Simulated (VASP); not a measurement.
## A VASP study of SiO2 (r2SCAN): structure first, properties next

Aim: relax SiO2, then compute properties on the relaxed cell. The steps: full relaxation (r2SCAN), single point with fields (r2SCAN), bands along the symmetry lines (r2SCAN), density of states (r2SCAN), independent-particle dielectric function (r2SCAN) and optical spectrum (r2SCAN). The start is a cell from a database of measured crystal structures.

Calculated with VASP 6.6.1; r2SCAN; plane waves and PAW (Si, O).

### Step 1. Set-up

Before any relaxation, the start is as follows. Symmetry: P3_221, No. 154, trigonal system. The conventional cell has a = 4.916 Å, b = 4.916 Å, c = 5.408 Å, α = 90.00°, β = 90.00°, γ = 120.00°. Nearest to Si lie 4 O at 1.61 Å. O has 2 Si at 1.61 Å nearest. Farther neighbours and most contacts between anions are not listed.

### Step 2. Full relaxation (r2SCAN)

The start need not lie at this functional's minimum. ISIF = 3 frees volume, shape and positions, and EDIFFG sets the threshold on forces and stress at which the search stops. r2SCAN adds the kinetic-energy density, costs more than a GGA and is run with LASPH.

INCAR reads:

```
SYSTEM = SiO2
PREC = Accurate
ENCUT = 520
EDIFF = 1E-06
NELM = 100
ISMEAR = 0
SIGMA = 0.05
LREAL = .FALSE.
ALGO = Normal
METAGGA = R2SCAN
LASPH = .TRUE.
NBANDS = 33
LORBIT = 11
LWAVE = .FALSE.
LCHARG = .FALSE.
KPAR = 8
IBRION = 2
NSW = 60
ISIF = 3
EDIFFG = -0.01
```

POSCAR reads:

```
SiO2
1.0
    4.9163600000      0.0000000000      0.0000000000
   -2.4581800000      4.2576926541      0.0000000000
    0.0000000000      0.0000000000      5.4084000000
Si O
3 6
Direct
    0.4697300000      0.0000000000      0.6666666667
    0.0000000000      0.4697300000      0.3333333333
    0.5302700000      0.5302700000      0.0000000000
    0.4135400000      0.2675800000      0.7855800000
    0.7324200000      0.1459600000      0.4522466667
    0.8540400000      0.5864600000      0.1189133333
    0.2675800000      0.4135400000      0.2144200000
    0.1459600000      0.7324200000      0.5477533333
    0.5864600000      0.8540400000      0.8810866667
```

KPOINTS reads:

```
Automatic mesh
0
Gamma
5 5 4
0 0 0
```

Potentials, in the order of the species: Si and O (PBE family, release 64).

Launch:

```console
$ mpirun -np 8 vasp_std
```

Output:

```text
[banner, memory and clock lines left out]
running    8 mpi-ranks, on    1 nodes
 distrk:  each k-point on    1 cores,    8 groups
 distr:  one band on    1 cores,    1 groups

 POSCAR found type information on POSCAR SiO
 POSCAR found :  2 types and       9 ions
|                                                                             |
|           W    W    AA    RRRRR   N    N  II  N    N   GGGG   !!!           |
|           W    W   A  A   R    R  NN   N  II  NN   N  G    G  !!!           |
|           W    W  A    A  R    R  N N  N  II  N N  N  G       !!!           |
|           W WW W  AAAAAA  RRRRR   N  N N  II  N  N N  G  GGG   !            |
|           WW  WW  A    A  R   R   N   NN  II  N   NN  G    G                |
|           W    W  A    A  R    R  N    N  II  N    N   GGGG   !!!           |
|                                                                             |
|     For optimal performance we recommend to set                             |
|       NCORE = 2 up to number-of-cores-per-socket                            |
|     NCORE specifies how many cores store one orbital (NPAR=cpu/NCORE).      |
|     This setting can greatly improve the performance of VASP for DFT.       |
|     The default, NCORE=1 might be grossly inefficient on modern             |
|     multi-core architectures or massively parallel machines. Do your        |
|     Unfortunately you need to use the default for GW and RPA                |
|     calculations (for HF NCORE is supported but not extensively tested      |
|     yet).                                                                   |
|                                                                             |

|                                                                             |
|               ----> ADVICE to this user running VASP <----                  |
|                                                                             |
|     You enforced a specific xc type in the INCAR file but a different       |
|     [... a line on the potential file left out ...]
|     I HOPE YOU KNOW WHAT YOU ARE DOING!                                     |
|                                                                             |

 LDA part: xc-table for (None), standard interpolation
 POSCAR, INCAR and KPOINTS ok, starting setup
 FFT: planning ... GRIDC
 FFT: planning ... GRID_SOFT
 FFT: planning ... GRID
 WAVECAR not read
 entering main loop
       N       E                     dE             d eps       ncg     rms          rms(c)
DAV:   1     0.256426439699E+03    0.25643E+03   -0.25966E+04  1122   0.138E+03
DAV:   2    -0.948559994459E+02   -0.35128E+03   -0.34059E+03  1445   0.318E+02
DAV:   3    -0.112968894765E+03   -0.18113E+02   -0.18049E+02  1412   0.767E+01
DAV:   4    -0.113155898507E+03   -0.18700E+00   -0.18686E+00  1388   0.877E+00
DAV:   5    -0.113158480849E+03   -0.25823E-02   -0.25817E-02  1412   0.101E+00    0.262E+01
DAV:   6    -0.889384630044E+02    0.24220E+02   -0.20887E+01  1320   0.238E+01    0.149E+01
DAV:   7    -0.893014375197E+02   -0.36297E+00   -0.28469E+00  1396   0.887E+00    0.537E+00
DAV:   8    -0.894031070653E+02   -0.10167E+00   -0.20059E-01  1348   0.311E+00    0.165E+00
DAV:   9    -0.894231743014E+02   -0.20067E-01   -0.77654E-02  1372   0.157E+00    0.467E-01
DAV:  10    -0.894240401983E+02   -0.86590E-03   -0.26700E-03  1388   0.322E-01    0.155E-01
DAV:  11    -0.894244407551E+02   -0.40056E-03   -0.38961E-04  1356   0.145E-01    0.441E-02
DAV:  12    -0.894244335194E+02    0.72357E-05   -0.15873E-05  1388   0.269E-02    0.217E-02
DAV:  13    -0.894244329875E+02    0.53195E-06   -0.44009E-06  1276   0.124E-02
   1 F= -.89424433E+02 E0= -.89424433E+02  d E =-.894244E+02
 curvature:   0.00 expect dE= 0.000E+00 dE for cont linesearch  0.000E+00
 trial: gam= 0.00000 g(F)=  0.298E-02 g(S)=  0.219E-01 ort = 0.000E+00 (trialstep = 0.100E+01)
 search vector abs. value=  0.249E-01
 bond charge predicted
       N       E                     dE             d eps       ncg     rms          rms(c)
DAV:   1    -0.894988901361E+02   -0.74457E-01   -0.26492E+00  1279   0.111E+01    0.242E+00
DAV:   2    -0.894204666296E+02    0.78424E-01   -0.26297E-01  1371   0.310E+00    0.520E-01
DAV:   3    -0.894176518335E+02    0.28148E-02   -0.18104E-02  1257   0.742E-01    0.242E-01
DAV:   4    -0.894171918279E+02    0.46001E-03   -0.61134E-04  1419   0.156E-01    0.135E-01
DAV:   5    -0.894170679278E+02    0.12390E-03   -0.25006E-04  1361   0.928E-02    0.430E-02
DAV:   6    -0.894170671532E+02    0.77458E-06   -0.72845E-06  1372   0.167E-02
   2 F= -.89417067E+02 E0= -.89417067E+02  d E =0.736583E-02
[...]
3 F= -.89429198E+02 E0= -.89429198E+02  d E =-.476536E-02
[...]
4 F= -.89429196E+02 E0= -.89429196E+02  d E =-.476349E-02
[...]
5 F= -.89429122E+02 E0= -.89429122E+02  d E =0.744470E-04
[...]
6 F= -.89429269E+02 E0= -.89429269E+02  d E =-.727045E-04
 curvature:  -0.18 expect dE=-0.299E-04 dE for cont linesearch -0.120E-07
 trial: gam= 0.42736 g(F)=  0.163E-03 g(S)=  0.353E-05 ort =-0.517E-05 (trialstep = 0.772E+00)
 search vector abs. value=  0.235E-03
 bond charge predicted
       N       E                     dE             d eps       ncg     rms          rms(c)
DAV:   1    -0.894294155326E+02   -0.14617E-03   -0.25108E-02  1124   0.103E+00    0.683E-02
DAV:   2    -0.894293684242E+02    0.47108E-04   -0.54472E-04  1427   0.143E-01    0.212E-02
DAV:   3    -0.894293612025E+02    0.72217E-05   -0.21051E-05  1355   0.292E-02    0.102E-02
DAV:   4    -0.894293602476E+02    0.95493E-06   -0.42864E-06  1420   0.142E-02
   7 F= -.89429360E+02 E0= -.89429360E+02  d E =-.910650E-04
 trial-energy change:   -0.000091  1 .order   -0.000087   -0.000127   -0.000048
 step:   1.2449(harm=  1.2449)  dis= 0.00115  next Energy=   -89.429371 (dE=-0.102E-03)
 reached required accuracy - stopping structural energy minimisation
```

The job ended after 4.5 min (8 MPI ranks of AMD EPYC 7R43, shared host; peak memory 2.2 GiB).

Lines that name or quote the potential files are left out of all logs, and their timing lines are given in words.

Parts of OUTCAR (step 2):

```text
ion  position               nearest neighbor table
   1  0.470  0.000  0.667-   4 1.61   8 1.61   9 1.61   5 1.61   3 3.06   3 3.06   2 3.06   2 3.06

  LATTYP: Found a hexagonal cell.
 ALAT       =     4.9163600000
 C/A-ratio  =     1.1000821746

 Subroutine GETGRP returns: Found  6 space group operations
 (whereof  2 operations were pure point group operations)

The static configuration has the point symmetry C_2 .
 The point group associated with its full space group is D_3 .

 Found     17 irreducible k-points:

   k-points           NKPTS =     17   k-points in BZ     NKDIM =     17   number of bands    NBANDS=     33

   dimension x,y,z NGX =    40 NGY =   40 NGZ =   40
   dimension x,y,z NGXF=    80 NGYF=   80 NGZF=   80

   ENCUT  =  520.0 eV  38.22 Ry    6.18 a.u.   9.14  9.14 10.06*2*pi/ulx,y,z

   NELECT =      48.0000    total number of electrons

 k-points in reciprocal lattice and weights: Automatic mesh
   0.00000000  0.00000000  0.00000000       0.010
   0.20000000  0.00000000  0.00000000       0.060
   0.40000000  0.00000000  0.00000000       0.060
   0.20000000  0.20000000  0.00000000       0.060
   0.40000000  0.20000000  0.00000000       0.060
   0.00000000  0.00000000  0.25000000       0.020
   0.20000000  0.00000000  0.25000000       0.060
   0.00000000  0.20000000  0.25000000       0.060
   0.40000000  0.00000000  0.25000000       0.060
[...]
0.20000000  0.20000000  0.50000000       0.060
   0.40000000  0.20000000  0.50000000       0.060

 average (electrostatic) potential at core
       1 -89.5832       2 -89.5832       3 -89.5831       4 -76.2686       5 -76.2685
       6 -76.2686       7 -76.2686       8 -76.2685       9 -76.2686

 E-fermi :   0.8083

 k-point     1 :       0.0000    0.0000    0.0000
  band No.  band energies     occupation
    ...
     20      -0.4409      2.00000
     21      -0.4409      2.00000
     22      -0.1209      2.00000
     23       0.2616      2.00000
     24       0.2616      2.00000
     25       7.1543      0.00000
     26      10.6290      0.00000
     27      10.6290      0.00000
     28      11.1356      0.00000
     29      11.1356      0.00000
    ...

 k-point     2 :       0.2000    0.0000    0.0000
  band No.  band energies     occupation
    ...
     20      -0.5127      2.00000
     21      -0.4361      2.00000
     22      -0.2463      2.00000
     23       0.3211      2.00000
     24       0.3777      2.00000
     25       7.7588      0.00000
     26      10.6324      0.00000
     27      10.7200      0.00000
     28      11.1939      0.00000
     29      11.3263      0.00000
    ...

 k-point     3 :       0.4000    0.0000    0.0000
  band No.  band energies     occupation
    ...
     20      -0.5457      2.00000
     21      -0.4684      2.00000
     22      -0.2362      2.00000
     23       0.3118      2.00000
     24       0.5159      2.00000
     25       9.0731      0.00000
     26      10.5226      0.00000
     27      10.8999      0.00000
     28      11.2210      0.00000
     29      11.7676      0.00000
    ...

  Total       -0.0211531     -0.0211531     -0.0080279      0.0000000     -0.0000000      0.0000000
  in kB       -0.2970634     -0.2970634     -0.1127389      0.0000000     -0.0000000      0.0000000
  external PRESSURE =      -0.2356219 kB  Pullay stress =       0.0000000 kB

  energy-cutoff  :      520.00
  volume of cell :      114.09
      direct lattice vectors                 reciprocal lattice vectors
     4.928509807 -0.000000000  0.000000000     0.202901088  0.117144998  0.000000000
    -2.464254904  4.268214696 -0.000000000     0.000000000  0.234289995  0.000000000
    -0.000000000 -0.000000000  5.423433118     0.000000000  0.000000000  0.184385052

 POSITION                                       TOTAL-FORCE (eV/Angst)
 -----------------------------------------------------------------------------------
     -0.15033      4.26821      3.61562        -0.001864     -0.000000     -0.000000
     -1.15696      2.00391      1.80781         0.000932     -0.001615     -0.000000
      1.30729      2.26430     -0.00000         0.000932      0.001615     -0.000000
      1.37771      1.14351      4.26035         0.003115      0.008232      0.004147
      3.24935      0.62138      2.45254        -0.008686     -0.001419      0.004147
      2.76571      2.50333      0.64473         0.005572     -0.006813      0.004147
      0.30145      1.76489      1.16308         0.005572      0.006813     -0.004147
     -1.08654      3.12471      2.97089         0.003115     -0.008232     -0.004147
      0.78509      3.64684      4.77870        -0.008686      0.001419     -0.004147
 -----------------------------------------------------------------------------------
    total drift:                               -0.000032     -0.000055      0.000000

  FREE ENERGIE OF THE ION-ELECTRON SYSTEM (eV)
  ---------------------------------------------------
  free  energy   TOTEN  =       -89.4293602476 eV

  energy  without entropy=      -89.4293602476  energy(sigma->0) =      -89.42936025

 reached required accuracy - stopping structural energy minimisation

 total charge
# of ion       s       p       d       tot
------------------------------------------
    1        0.634   1.000   0.000   1.634
    2        0.634   1.000   0.000   1.634
    3        0.634   1.000   0.000   1.634
    4        1.556   3.727   0.000   5.283
    5        1.556   3.727   0.000   5.283
    6        1.556   3.727   0.000   5.283
    7        1.556   3.727   0.000   5.283
    8        1.556   3.727   0.000   5.283
    9        1.556   3.727   0.000   5.283
--------------------------------------------------
tot         11.236  25.362   0.000  36.599

[... 3 further parts left out ...]
```

CONTCAR:

```
SiO2
   1.00000000000000
     4.9285098071483242   -0.0000000000000000    0.0000000000000000
    -2.4642549035741621    4.2682146957411620   -0.0000000000000000
    -0.0000000000000000   -0.0000000000000000    5.4234331177032162
  Si              O
     3     6
Direct
     0.4694968829636392    1.0000000000000000    0.6666666667000030
     0.0000000000000000    0.4694968829636392    0.3333333332999970
     0.5305031170363608    0.5305031170363608    0.0000000000000000
     0.4134951400276687    0.2679121586288972    0.7855452566398180
     0.7320878413711027    0.1455829813987786    0.4522119233398138
     0.8544170186012215    0.5865048599723311    0.1188785899398150
     0.2679121586288973    0.4134951400276688    0.2144547433601821
     0.1455829813987786    0.7320878413711027    0.5477880766601861
     0.5865048599723311    0.8544170186012214    0.8811214100601850
```

The gap is read on the k-mesh alone, so it is an upper bound where the band edges lie off the mesh. The PAW data sets were made with PBE, which is usual practice but a small mismatch for other functionals. The run keeps the 6 symmetry operations of its start, so it cannot find a distortion of lower symmetry.

The steps of the relaxation:

```csv
step,energy less that of the first step (eV),largest force (eV/Å),pressure (GPa),volume (Å³)
1,0.0000,0.1008,1.65,113.21
2,0.0074,0.1958,-2.43,115.35
3,-0.0048,0.0423,0.03,114.02
4,-0.0048,0.0411,0.07,114.01
5,-0.0047,0.0670,-0.04,114.08
6,-0.0048,0.0237,0.02,114.04
7,-0.0049,0.0097,-0.02,114.09
```

```csv
"conventional cell, symmetrised",before,after,change
a (Å),4.916,4.929,+0.2 %
b (Å),4.916,4.929,+0.2 %
c (Å),5.408,5.423,+0.3 %
volume (Å³/atom),12.58,12.68,+0.8 %
```

Final coordinates:

```cif
data_structure
_symmetry_space_group_name_H-M 'P 1'
_symmetry_Int_Tables_number 1
_cell_length_a 4.9285
_cell_length_b 4.9285
_cell_length_c 5.4234
_cell_angle_alpha 90.000
_cell_angle_beta 90.000
_cell_angle_gamma 120.000
_cell_volume 114.09
loop_
_atom_site_label
_atom_site_type_symbol
_atom_site_fract_x
_atom_site_fract_y
_atom_site_fract_z
_atom_site_occupancy
Si1 Si 0.46950 0.00000 0.66667 1
Si2 Si 0.00000 0.46950 0.33333 1
Si3 Si 0.53050 0.53050 0.00000 1
O4 O 0.41350 0.26791 0.78555 1
O5 O 0.73209 0.14558 0.45221 1
O6 O 0.85442 0.58650 0.11888 1
O7 O 0.26791 0.41350 0.21445 1
O8 O 0.14558 0.73209 0.54779 1
O9 O 0.58650 0.85442 0.88112 1
```

A gap read on the k-mesh alone can miss the band edges.

This step gave:

```yaml
electrons: 48
bands: 33
irreducible_k_points: 17
symmetry_operations: 6
free_energy_toten: -89.4294 eV
fermi_energy: 0.8083 eV
pressure: -0.02356 GPa
metallic: no
valence_top_at_k: 0.4, 0.2, 0
conduction_bottom_at_k: 0, 0, 0
least_direct_gap_at_k: 0, 0, 0
scf_cycles_over_all_ionic_steps: 44
gap_on_the_k_mesh: 6.594 eV
least_direct_gap_on_the_k_mesh: 6.893 eV
```

It ends with a largest force of 0.010 eV/Å and a pressure of -0.02 GPa. The volume lies +0.8 % from that of the database's start.

[end of part 1 of 3]

[Lines on the potential files, build, host, timing and source positions are cut from VASP's logs without a mark.]

[Logs are printed without paths, hosts, clocks, repeated set-up lines and the standing remarks that a program may print on its own settings, such as how far it seeks lower states.]

[Hosts, paths, dates, database ids (printed as entryN), source tags and the programs' standing remarks are cut or masked in the printed files.]

[A measured line is paired with the nearest computed mode of its activity, which favours agreement.]
